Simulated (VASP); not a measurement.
OSZICAR of a VASP run on Sr (fcc):

File OSZICAR:
```
       N       E                     dE             d eps       ncg     rms          rms(c)
DAV:   1     0.403141634450E+02    0.40314E+02   -0.47620E+03   630   0.950E+02
DAV:   2    -0.108335414178E+00   -0.40422E+02   -0.40049E+02   728   0.169E+02
DAV:   3    -0.157531148733E+01   -0.14670E+01   -0.14663E+01   911   0.283E+01
DAV:   4    -0.163339365244E+01   -0.58082E-01   -0.58054E-01   947   0.458E+00
DAV:   5    -0.163435913070E+01   -0.96548E-03   -0.96527E-03   936   0.449E-01    0.112E+01
DAV:   6    -0.163462841200E+01   -0.26928E-03   -0.63292E-03   786   0.111E+00    0.636E+00
DAV:   7    -0.163483050455E+01   -0.20209E-03   -0.11089E-02   677   0.145E+00    0.286E-01
DAV:   8    -0.163483461312E+01   -0.41086E-05   -0.18457E-03   969   0.263E-01    0.121E-01
DAV:   9    -0.163484979092E+01   -0.15178E-04   -0.19491E-05   841   0.495E-02    0.370E-02
DAV:  10    -0.163486496523E+01   -0.15174E-04   -0.11778E-05   785   0.368E-02    0.370E-02
DAV:  11    -0.163486424816E+01    0.71707E-06   -0.59635E-07   888   0.771E-03    0.121E-02
DAV:  12    -0.163486353744E+01    0.71072E-06   -0.27617E-07   786   0.466E-03    0.481E-03
DAV:  13    -0.163486362670E+01   -0.89256E-07   -0.10225E-08   375   0.107E-03
   1 F= -.17858364E+01 E0= -.17858364E+01  d E =0.000000E+00
```

Which electronic solver shows in the log?

It is blocked Davidson (ALGO = Normal, or the opening steps of other solvers). The INCAR had ALGO = Normal.

Can the final energy be trusted as converged?

Self-consistency was reached. It stopped with EDIFF = 1E-7, NELM = 100 (PBE GGA with D3 dispersion (zero damping), plane waves, VASP's PBE PAW potentials (set 64)).

The compound is Sr in the fcc structure. It was relaxed first.
